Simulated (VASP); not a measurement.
Computed with LDA (Ceperley-Alder, Perdew-Zunger), VASP's LDA PAW potentials (set 64) (plane waves; VASP).

Input for VASP

**INCAR**
```
# general
SYSTEM = MgS
PREC   = Accurate
ENCUT  = 520
LREAL  = .False.
LASPH  = .True.

# electronic loop
EDIFF  = 1E-6
NELM   = 100
ALGO   = Normal

# smearing
ISMEAR = 0
SIGMA  = 0.05

# ions
IBRION = 2
NSW    = 60
ISIF   = 3
EDIFFG = -0.01

# output
LWAVE  = .False.
LCHARG = .False.
```

### POSCAR
```
MgS
1.0
  0.0000000000   2.6000000000   2.6000000000
  2.6000000000   0.0000000000   2.6000000000
  2.6000000000   2.6000000000   0.0000000000
Mg S
1 1
Cart
  0.0000000000   0.0000000000   0.0000000000
  2.6000000000   2.6000000000   2.6000000000
```

File KPOINTS:
```
Automatic
0
Gamma
8 8 8
```

POTCAR, in this order: Mg S (LDA.64 set). Program: vasp_std.

The resulting files:

**OUTCAR**
```
 ion  position               nearest neighbor table
   1  0.000  0.000  0.000-   2 2.60   2 2.60   2 2.60   2 2.60   2 2.60   2 2.60
   2  0.500  0.500  0.500-   1 2.60   1 2.60   1 2.60   1 2.60   1 2.60   1 2.60
  LATTYP: Found a face centered cubic cell.
 ALAT       =     5.2000000000
 Subroutine PRICEL returns:
 Original cell was already a primitive cell.
 Subroutine GETGRP returns: Found 48 space group operations
The static configuration has the point symmetry O_h .
The dynamic configuration has the point symmetry O_h .
 Subroutine INISYM returns: Found 48 space group operations
 Subroutine IBZKPT returns following result:
 Found     29 irreducible k-points:

 Following reciprocal coordinates:
            Coordinates               Weight
  0.000000  0.000000  0.000000      1.000000
  0.125000  0.000000  0.000000      8.000000
  0.250000  0.000000  0.000000      8.000000
  0.375000  0.000000  0.000000      8.000000
  0.500000  0.000000  0.000000      4.000000
  0.125000  0.125000  0.000000      6.000000
  0.250000  0.125000  0.000000     24.000000
  0.375000  0.125000  0.000000     24.000000
  0.500000  0.125000  0.000000     24.000000
 -0.375000  0.125000  0.000000     24.000000
 -0.250000  0.125000  0.000000     24.000000
 -0.125000  0.125000  0.000000     12.000000
  0.250000  0.250000  0.000000      6.000000
  0.375000  0.250000  0.000000     24.000000
  0.500000  0.250000  0.000000     24.000000
 -0.375000  0.250000  0.000000     24.000000
 -0.250000  0.250000  0.000000     12.000000
  0.375000  0.375000  0.000000      6.000000
  0.500000  0.375000  0.000000     24.000000
 -0.375000  0.375000  0.000000     12.000000
  0.500000  0.500000  0.000000      3.000000
  0.375000  0.250000  0.125000     24.000000
  0.500000  0.250000  0.125000     48.000000
 -0.375000  0.250000  0.125000     24.000000
  0.500000  0.375000  0.125000     24.000000
 -0.375000  0.375000  0.125000     48.000000
 -0.250000  0.375000  0.125000     24.000000
 -0.375000  0.500000  0.125000     12.000000
 -0.250000  0.500000  0.250000      6.000000
   k-points           NKPTS =     29   k-points in BZ     NKDIM =     29   number of bands    NBANDS=      8
   number of dos      NEDOS =    301   number of ions     NIONS =      2
   total plane-waves  NPLWV =  21952
   dimension x,y,z NGX =    28 NGY =   28 NGZ =   28
   dimension x,y,z NGXF=    56 NGYF=   56 NGZF=   56
   ions per type =               1   1
   PREC   = accura    normal or accurate (medium, high low for compatibility)
   ISTART =      0    job   : 0-new  1-cont  2-samecut
   ICHARG =      2    charge: 1-file 2-atom 10-const
   ISPIN  =      1    spin polarized calculation?
   LNONCOLLINEAR =      F non collinear calculations
   LSORBIT =      F    spin-orbit coupling
   INIWAV =      1    electr: 0-lowe 1-rand  2-diag
   ENCUT  =  520.0 eV  38.22 Ry    6.18 a.u.   6.84  6.84  6.84*2*pi/ulx,y,z
   NELM   =    100;   NELMIN=  2; NELMDL= -5     # of ELM steps
   EDIFF  = 0.1E-05   stopping-criterion for ELM
   LREAL  =      F    real-space projection
   NLSPLINE    = F    spline interpolate recip. space projectors
   LMAXMIX     =    2 max onsite mixed and CHGCAR
   VOSKOWN=      0    Vosko Wilk Nusair interpolation
   EDIFFG = -.1E-01   stopping-criterion for IOM
   NSW    =     60    number of steps for IOM
   NBLOCK =      1;   KBLOCK =     60    inner block; outer block
   IBRION =      2    ionic relax: 0-MD 1-quasi-New 2-CG
   NFREE  =      1    steps in history (QN), initial steepest desc. (CG)
   ISIF   =      3    stress and relaxation
   ISYM   =      2    0-nonsym 1-usesym 2-fastsym
   TEIN   =    0.0    initial temperature
   TEBEG  =    0.0;   TEEND  =   0.0 temperature during run
   SMASS  =  -3.00    Nose mass-parameter (am)
...
```

OSZICAR:
```
       N       E                     dE             d eps       ncg     rms          rms(c)
DAV:   1     0.219129132359E+02    0.21913E+02   -0.38108E+03   488   0.820E+02
DAV:   2    -0.910066182324E+01   -0.31014E+02   -0.29804E+02   648   0.108E+02
DAV:   3    -0.100061266844E+02   -0.90546E+00   -0.90546E+00   576   0.255E+01
DAV:   4    -0.100096031852E+02   -0.34765E-02   -0.34765E-02   736   0.181E+00
DAV:   5    -0.100096110019E+02   -0.78167E-05   -0.78166E-05   592   0.580E-02    0.441E+00
DAV:   6    -0.962773179978E+01    0.38188E+00   -0.10119E+00   512   0.484E+00    0.338E+00
DAV:   7    -0.957832720994E+01    0.49405E-01   -0.20775E-01   632   0.229E+00    0.215E+00
DAV:   8    -0.957312877123E+01    0.51984E-02   -0.10495E-02   536   0.778E-01    0.791E-01
DAV:   9    -0.957289849573E+01    0.23028E-03   -0.58835E-04   600   0.172E-01    0.260E-01
DAV:  10    -0.957289015160E+01    0.83441E-05   -0.27256E-05   648   0.322E-02    0.855E-02
DAV:  11    -0.957288942431E+01    0.72729E-06   -0.59747E-06   584   0.144E-02
   1 F= -.95728894E+01 E0= -.95728894E+01  d E =-.957289E+01
       N       E                     dE             d eps       ncg     rms          rms(c)
DAV:   1    -0.969332556659E+01   -0.12044E+00   -0.21243E+00   536   0.975E+00    0.264E+00
DAV:   2    -0.960162613809E+01    0.91699E-01   -0.27361E-01   472   0.283E+00    0.803E-01
DAV:   3    -0.959216936110E+01    0.94568E-02   -0.50989E-02   512   0.130E+00    0.607E-01
DAV:   4    -0.959198537372E+01    0.18399E-03   -0.36820E-04   544   0.168E-01    0.525E-01
DAV:   5    -0.959158573451E+01    0.39964E-03   -0.24347E-04   488   0.111E-01    0.804E-02
DAV:   6    -0.959157855969E+01    0.71748E-05   -0.40621E-06   592   0.168E-02    0.286E-02
DAV:   7    -0.959157829163E+01    0.26806E-06   -0.80560E-08   256   0.278E-03
   2 F= -.95915783E+01 E0= -.95915783E+01  d E =-.186889E-01
       N       E                     dE             d eps       ncg     rms          rms(c)
DAV:   1    -0.959658292365E+01   -0.50044E-02   -0.78278E-02   544   0.183E+00    0.471E-01
DAV:   2    -0.959315560032E+01    0.34273E-02   -0.10439E-02   472   0.556E-01    0.151E-01
DAV:   3    -0.959280640036E+01    0.34920E-03   -0.18905E-03   512   0.248E-01    0.969E-02
DAV:   4    -0.959279814812E+01    0.82522E-05   -0.13902E-05   552   0.326E-02    0.825E-02
DAV:   5    -0.959278481455E+01    0.13334E-04   -0.76801E-06   496   0.196E-02    0.992E-03
DAV:   6    -0.959278457781E+01    0.23674E-06   -0.12520E-07   256   0.303E-03
   3 F= -.95927846E+01 E0= -.95927846E+01  d E =-.198952E-01
```

### OUTCAR
```
------------------------ aborting loop because EDIFF is reached ----------------------------------------
  FORCE on cell =-STRESS in cart. coord.  units (eV):
  Direction    XX          YY          ZZ          XY          YZ          ZX
  --------------------------------------------------------------------------------------
  Total       -0.0011636     -0.0011636     -0.0011636      0.0000000     -0.0000000      0.0000000
  in kB       -0.0556463     -0.0556463     -0.0556463      0.0000000     -0.0000000      0.0000000
  external PRESSURE =      -0.0556463 kB  Pullay stress =       0.0000000 kB
  volume of cell :       33.50
      direct lattice vectors                 reciprocal lattice vectors
    -0.000000000  2.558700593  2.558700593    -0.195411687  0.195411687  0.195411687
     2.558700593  0.000000000  2.558700593     0.195411687 -0.195411687  0.195411687
     2.558700593  2.558700593 -0.000000000     0.195411687  0.195411687 -0.195411687
 POSITION                                       TOTAL-FORCE (eV/Angst)
 -----------------------------------------------------------------------------------
     -0.00000      0.00000      0.00000        -0.000000      0.000000      0.000000
      2.55870      2.55870      2.55870         0.000000     -0.000000     -0.000000
 -----------------------------------------------------------------------------------
    total drift:                                0.000000      0.000000      0.000000
  FREE ENERGIE OF THE ION-ELECTRON SYSTEM (eV)
  ---------------------------------------------------
  free  energy   TOTEN  =        -9.5927845778 eV

  energy  without entropy=       -9.5927845778  energy(sigma->0) =       -9.59278458

 reached required accuracy - stopping structural energy minimisation
```
(Selected blocks of OUTCAR.)

### CONTCAR
```
MgS
   1.00000000000000
    -0.0000000000000000    2.5587005930846733    2.5587005930846733
     2.5587005930846733    0.0000000000000000    2.5587005930846733
     2.5587005930846733    2.5587005930846733   -0.0000000000000000
  Mg              S
     1     1
Direct
     0.0000000000000000    0.0000000000000000    0.0000000000000000
     0.5000000000000000    0.5000000000000000    0.5000000000000000
```

Energy and stress use the plane-wave basis of the starting cell.

The compound is MgS in the rock salt structure. This run relaxes it. Symmetry was kept, so distortions that lower it aren't found.
